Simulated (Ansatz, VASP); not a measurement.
**AlGaN2 in two plane-wave programs**

One calculation is typed for both programs; each brings its own data sets. How far apart do they land? The cell is taken from a series of runs on this material, whose earlier steps may have relaxed, scaled, displaced or heated it; both programs get it as it stands.

Method: plane waves, with VASP 6.6.1 beside it; zone-centre phonons at LDA, in Ansatz 0.2.0.

## Step 1: Set-up

It takes space group P-4m2 (No. 115, tetragonal). The conventional cell has a = 3.115 Å, b = 3.115 Å, c = 4.384 Å, α = 90.00°, β = 90.00°, γ = 90.00°. Nearest to Al lie 4 N at 1.88 Å. Nearest to Ga lie 4 N at 1.93 Å. Nearest to N lie 2 Al at 1.88 Å and 2 Ga at 1.93 Å. Farther neighbours and most contacts between anions are not listed.

Coordinates:

```
Al Ga N
1.0
     3.11529    0.00000    0.00000
     0.00000    3.11529    0.00000
     0.00000    0.00000    4.38433
Al Ga N
1 1 2
Direct
  0.50000 0.50000 0.50000
  0.00000 0.00000 0.00000
  0.50000 0.00000 0.74005
  0.00000 0.50000 0.25995
```

## Step 2: Ansatz: zone-centre phonons, LDA

Ansatz runs on its default PAW (the set named soft_2) files.

Second derivatives magnify differences that forces hide, and they need a tight electronic threshold.

Contents of input.yaml:

```yaml
crystal:
  lattice:
    - [3.1152864393, 0.0, 0.0]
    - [0.0, 3.1152864393, 0.0]
    - [0.0, 0.0, 4.3843304004]
  atoms:
    - { symbol: Al, position: [0.5, 0.5, 0.5] }
    - { symbol: Ga, position: [0.0, 0.0, 0.0] }
    - { symbol: "N", position: [0.5, 0.0, 0.7400513332] }
    - { symbol: "N", position: [0.0, 0.5, 0.2599486668] }
kpoints:
  mp_grid: { grid: [12, 12, 8] }
hamiltonian:
  xc: lda
scf:
  occupations: { method: fermi_dirac, width: 0.1 }
  n_extra_bands: 10
output:
  eigenvalues: true
phonons:
  method: fd
  supercell: [1, 1, 1]
```

Command:

```
> ansatz run input.yaml --threads 4 --pin off --max-ram 8192MiB --backend cpu --events-out ev --progress --plain --runs-dir out
```

Numbers of over 12 decimals in the logs are rounded to 6 here.

What it wrote:

```text
scf.n_extra_bands = 10 over 13 filled bands (N_el = 26.0): the run solves 23 bands
Engine: ansatz 0.2.0, aarch64-unknown-linux-gnu
Pseudopotentials: kind: paw
Pseudopotential: Al, paw, valence charge 3, recommended cutoff 420 eV (normal), Al.paw.azcp
Pseudopotential: Ga, paw, valence charge 13, recommended cutoff 420 eV (normal), Ga.paw.azcp
Pseudopotential: N, paw, valence charge 5, recommended cutoff 420 eV (normal), N.paw.azcp
Functional definition: SPW92
  exchange = slater_x
  correlation = pw_c
Crystal: 4 atoms, lattice volume = 42.550 Å³
Basis set: ecut = 420 eV, 847 PW (Γ)
Bands: 23, of which v1, the nominal top of the filled ones, is band 13 counted from 1 (12 counted from 0)
Symmetry: 8 space group operations
k-points: 140 of 1152 (time reversal used)
Non-local potential: Al, projectors of the file, l = 0: 2, l = 1: 2, l = 2: 1
Non-local potential: Ga, projectors of the file, l = 0: 2, l = 1: 2, l = 2: 3, l = 3: 1
Non-local potential: N, projectors of the file, l = 0: 2, l = 1: 2, l = 2: 1
PAW form: soft (Blöchl's): semilocal exchange-correlation on the pseudo side does not see the compensation charge
PAW frozen core: Al, regenerated for the run's functional, and the local potential with it (the file was generated under x = pbe(κ = 0.804, μ = 0.219515), c = pbe(β = 0.066725))
PAW frozen core: Ga, regenerated for the run's functional, and the local potential with it (the file was generated under x = pbe(κ = 0.804, μ = 0.219515), c = pbe(β = 0.066725))
PAW frozen core: N, regenerated for the run's functional, and the local potential with it (the file was generated under x = pbe(κ = 0.804, μ = 0.219515), c = pbe(β = 0.066725))
PAW one-centre angular grid: Al, 110 points (default); XC on 64 Gauss nodes
PAW one-centre angular grid: Ga, 590 points (default); XC on 64 Gauss nodes
PAW one-centre angular grid: N, 110 points (default); XC on 64 Gauss nodes
Initial density: superposition of atomic densities (neutral atoms: chi_scale 0, normalization atom), corrected by the library's trained network
Initial wavefunctions: pseudopotential atomic-orbital guess
Functional: x = slater, c = lda
SCF iter   1: F=—  HF=-4971.908450 eV  |F-HF|=—  |Δ(HF+E_count)|=         —  Δρ=1.13e-2  dr2=5.41e-2  ethr=1.77e-3  ⟨swp⟩=5.1  Hψ=15047  notcnv=0  defer=23
preconditioner: auto → none  [insulator: Δε(μ)=2.967 eV  Ē_g=19.112 eV  σ=0.100 eV  W_gap=1.00  n_scr=14 (ndim 8)  ℏωp=29.0 eV  f_vac=0.000  D(μ)=0.00/eV (n_scr^D=0)  ε∞_Penn≈3.3]
SCF iter   2: F=—  HF=-4971.894237 eV  |F-HF|=—  |Δ(HF+E_count)|=   1.42e-2  Δρ=4.04e-3  dr2=7.32e-3  ethr=2.08e-4  ⟨swp⟩=1.0  Hψ=4340  notcnv=0  defer=59
SCF iter   3: F=—  HF=-4971.892164 eV  |F-HF|=—  |Δ(HF+E_count)|=   2.07e-3  Δρ=8.96e-4  dr2=1.47e-4  ethr=2.82e-5  ⟨swp⟩=2.5  Hψ=3907  notcnv=0  defer=59
SCF iter   4: F=—  HF=-4971.892035 eV  |F-HF|=—  |Δ(HF+E_count)|=   1.29e-4  Δρ=3.01e-4  dr2=1.39e-5  ethr=5.67e-7  ⟨swp⟩=2.2  Hψ=4499  notcnv=0  defer=59
SCF iter   5: F=—  HF=-4971.892032 eV  |F-HF|=—  |Δ(HF+E_count)|=   2.96e-6  Δρ=3.47e-5  dr2=4.28e-7  ethr=5.36e-8  ⟨swp⟩=2.7  Hψ=4892  notcnv=0  defer=59
SCF iter   6: F=—  HF=-4971.892032 eV  |F-HF|=—  |Δ(HF+E_count)|=   3.85e-7  Δρ=8.47e-6  dr2=1.43e-8  ethr=1.65e-9  ⟨swp⟩=2.1  Hψ=3476  notcnv=0  defer=59
SCF iter   7: F=—  HF=-4971.892032 eV  |F-HF|=—  |Δ(HF+E_count)|=   2.24e-9  Δρ=1.40e-6  dr2=4.23e-10  ethr=5.50e-11  ⟨swp⟩=2.2  Hψ=3782  notcnv=0  defer=59
SCF iter   8: F=-4971.892032 eV  HF=-4971.892032 eV  |F-HF|=9.09e-13  |Δ(HF+E_count)|=  6.09e-11  Δρ=1.37e-7  dr2=4.53e-12  ethr=1.00e-12  ⟨swp⟩=7.8  Hψ=14257  notcnv=0
SCF 1 converged in 8 iterations: F = -4971.892032 eV  dr2 = 4.53e-12
  greatest PAW one-centre occupation: 0.996 electrons in one spin orbital (limit 2), on the Ga atom at site 1 (counted from 0), in its partial waves of l = 2
Symmetry: 4 space group operations
k-points: 245 of 1152 (time reversal used)
Initial density: handed on by an earlier stage of this run
Initial wavefunctions: those handed on with the density
iter 1 solved again at ethr=8.52e-8 eV; its pass at ethr=3.10e-3 eV (dr2=2.22e-5 eV) is discarded
SCF iter   1: F=—  HF=-4971.891970 eV  |F-HF|=—  |Δ(HF+E_count)|=         —  Δρ=4.53e-4  dr2=2.98e-5  ethr=8.52e-8  ⟨swp⟩=2.0  Hψ=24394  notcnv=0  defer=273
preconditioner: auto → none  [insulator: Δε(μ)=3.050 eV  Ē_g=19.148 eV  σ=0.100 eV  W_gap=1.00  n_scr=14 (ndim 8)  ℏωp=29.0 eV  f_vac=0.000  D(μ)=0.00/eV (n_scr^D=0)  ε∞_Penn≈3.3]
[...]
SCF 4 converged in 6 iterations: F = -4971.891959 eV  dr2 = 7.85e-13
[...]
SCF 5 converged in 6 iterations: F = -4971.891978 eV  dr2 = 6.37e-14
k-points: 350 of 1152 (time reversal used)
[...]
SCF 6 converged in 6 iterations: F = -4971.891977 eV  dr2 = 3.41e-13
[...]
preconditioner: auto → none  [insulator: Δε(μ)=3.052 eV  Ē_g=19.148 eV  σ=0.100 eV  W_gap=1.00  n_scr=14 (ndim 8)  ℏωp=29.0 eV  f_vac=0.000  D(μ)=0.00/eV (n_scr^D=0)  ε∞_Penn≈3.3]
[...]
SCF 7 converged in 7 iterations: F = -4971.891977 eV  dr2 = 3.14e-13
[...]
preconditioner: auto → none  [insulator: Δε(μ)=3.054 eV  Ē_g=19.147 eV  σ=0.100 eV  W_gap=1.00  n_scr=14 (ndim 8)  ℏωp=29.0 eV  f_vac=0.000  D(μ)=0.00/eV (n_scr^D=0)  ε∞_Penn≈3.3]
SCF iter   2: F=—  HF=-4971.891975 eV  |F-HF|=—  |Δ(HF+E_count)|=  1.90e-10  Δρ=9.29e-7  dr2=1.16e-10  ethr=2.01e-12  ⟨swp⟩=2.5  Hψ=10505  notcnv=0  defer=303
iter 3 did not close the SCF: its close was put off for the readings that it lacked (scf_convergence_deferred on its scf_iter line)
SCF iter   3: F=-4971.891975 eV  HF=-4971.891975 eV  |F-HF|=2.73e-12  |Δ(HF+E_count)|=  1.82e-11  Δρ=1.41e-7  dr2=2.49e-12  ethr=1.00e-12  ⟨swp⟩=1.1  Hψ=7256  notcnv=0  defer=303
iter 4 did not close the SCF: its close was put off for the readings that it lacked (scf_convergence_deferred on its scf_iter line)
SCF iter   4: F=-4971.891975 eV  HF=-4971.891975 eV  |F-HF|=0.00e0  |Δ(HF+E_count)|=  1.82e-12  Δρ=4.94e-8  dr2=4.12e-13  ethr=1.00e-12  ⟨swp⟩=1.0  Hψ=7179  notcnv=0  defer=303
iter 5 did not close the SCF: its close was put off for the readings that it lacked (scf_convergence_deferred on its scf_iter line)
SCF iter   5: F=-4971.891975 eV  HF=-4971.891975 eV  |F-HF|=1.82e-12  |Δ(HF+E_count)|=  1.82e-12  Δρ=1.27e-8  dr2=1.77e-14  ethr=1.00e-12  ⟨swp⟩=1.0  Hψ=7179  notcnv=0  defer=303
iter 6 did not close the SCF: its close was put off for the readings that it lacked (scf_convergence_deferred on its scf_iter line)
SCF iter   6: F=-4971.891975 eV  HF=-4971.891975 eV  |F-HF|=9.09e-13  |Δ(HF+E_count)|=    0.00e0  Δρ=2.73e-9  dr2=1.09e-15  ethr=1.00e-12  ⟨swp⟩=1.0  Hψ=7179  notcnv=0  defer=303
SCF iter   7: F=-4971.891975 eV  HF=-4971.891975 eV  |F-HF|=9.09e-13  |Δ(HF+E_count)|=    0.00e0  Δρ=4.65e-10  dr2=3.10e-17  ethr=1.00e-12  ⟨swp⟩=2.0  Hψ=21158  notcnv=0
SCF 8 converged in 7 iterations: F = -4971.891975 eV  dr2 = 3.10e-17
SCF converged after 8 iterations
Free energy (F): -4971.892032 eV
Harris-Foulkes:  -4971.892032 eV  (|F-HF|=9.09e-13)
Internal energy: -4971.892032 eV  (E = F + TS)
E sigma→0 (E₀):  -4971.892032 eV
Entropy (-TS):   -0.000000 eV (-0.000 meV/atom)
Fermi energy:    10.092704 eV
--- Per-component energies (eV) ---
  E_band       = 0.161756
  E_kinetic    = 407.513533
  E_local      = -2454.823130  (includes V_loc(G=0)·N_el)
  E_nonlocal   = 535.390217
  E_hartree    = 1110.070804
  E_xc         = -228.987823
  E_vxc        = -242.492512  (∫ρ·V_xc dr)
  E_paw        = -2597.132186  (= ΣΔE_a)
  E_vpaw       = -465.568015  (= ΣTr[D̂ρ^β])
  E_aug_tail   = 0.000062  (compensation charges beyond the density's cutoff)
  E_ewald      = -1745.867793
  E_core_change = 1.944285  (= ΣΔE_core)
  E_smearing   = -0.000000  (= −TS)
  E_closure    = 0.000000  (closes the sum)
  Σ components = -4971.892032   (vs F -4971.892032, Δ=0.00e0)
--- Forces (eV/Å), atoms counted from 1 ---
  atom   1  Al    -0.00000000     0.00000000     0.00000000
  atom   2  Ga    -0.00000000     0.00000000     0.00000000
  atom   3  N      0.00000000     0.00000000    -0.00045918
  atom   4  N      0.00000000     0.00000000     0.00045918
  max |Σ_I F_I| component: 1.39e-17 eV/Å
--- Band table (eV; the first three rows and the last of 140) ---
  k-point 0: bands = [... 9 lower, 6.0134, 8.1941, 8.4175, 8.4175, 11.4724, 11.9226, 15.9998, 19.7157, ... 6 higher]
  k-point 1: bands = [... 9 lower, 6.0849, 7.8544, 8.3108, 8.3108, 11.7471, 12.2190, 16.0875, 19.4537, ... 6 higher]
  k-point 2: bands = [... 9 lower, 6.2883, 7.1181, 8.0233, 8.0233, 12.3869, 12.9331, 16.3210, 18.6381, ... 6 higher]
  k-point 139: bands = [... 9 lower, 4.3023, 5.0704, 5.0752, 5.0752, 14.5846, 14.5846, 17.4371, 19.3172, ... 6 higher]
--- Phonons: 7 displaced members + reference (amplitude 0.0025 Å, Σ member SCF iterations 46) ---
  symmetry images taken by strict's conditions (phonons.symmetry_images: auto; settled by no image being taken that strict refuses)
  ASR residual: 4.569e-4 → 0.000e0 eV/Å²; symmetrization residual: 1.861e-4 eV/Å²
  largest component of a force at the reference: 4.6e-4 eV/Å
  ASR residual per site (eV/Å²): 4.57e-4 1.11e-4 3.54e-4 3.54e-4
  Γ frequencies (cm⁻¹): 0.00 0.00 0.00 258.38 258.38 444.12 584.37 584.37 629.43 679.52 679.52 704.16
  density of states and harmonic sums: on the 20×20×14 q-mesh, interpolated from the force constants of a 1×1×1 supercell (no non-analytic term)
  largest difference from the sums on the solved wave vectors: F 3.16e-1 eV, S 5.74e-4 and C_V 2.58e-4 eV/K
  zero-point energy: 0.334166 eV/cell   skipped modes (ω ≤ 0): 3   left out of the sums: 4.46e-5 of the cell's modes: C_V's classical limit lies that fraction below 3 k_B per atom; for a crystal, a wire or a layer, F and S can be off by more, and a phonons.interpolated_qmesh denser along its periods is the remedy for the sampling
```

(Continued in part 2 of 3.)

[Lines on the potential files, build, host, timing and source positions are cut from VASP's logs without a mark.]

[Logs are printed without paths, hosts, clocks, repeated set-up lines and the standing remarks that a program may print on its own settings, such as how far it seeks lower states.]

[Hosts, paths, dates, database ids (printed as entryN), source tags and the programs' standing remarks are cut or masked in the printed files.]
